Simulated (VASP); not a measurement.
```xyz
2
Lattice="0.0000 3.1358 3.1358 3.1358 0.0000 3.1358 3.1358 3.1358 0.0000" Properties=species:S:1:pos:R:3 pbc="T T T"
Sn     0.0000     0.0000     0.0000
Te     3.1358     3.1358     3.1358
```

These are r2SCAN+rVV10, VASP's PBE PAW potentials (set 64) (plane waves; VASP 6.6.1) values and carry that method's errors. Run with 520 eV cut-off, 7×7×7 Γ-centred mesh, Gaussian smearing of 0.050 eV, potentials Sn_d Te.

### Question
The job: SnTe (rock salt), 2 atoms, r2SCAN+rVV10, static run, 520 eV, 7×7×7 Γ-centred mesh. Roughly how much core time does it take on a busy server core?

### Answer
About 2 core-minutes (one run on a shared machine, a rough figure). It had 20 irreducible k-points, 14 bands, up to 1678 plane waves and 21 electronic steps.

The compound is SnTe in the rock salt structure, which distorts at low temperature. This cell is one point of a volume scan, at 0.97 of the reference volume.
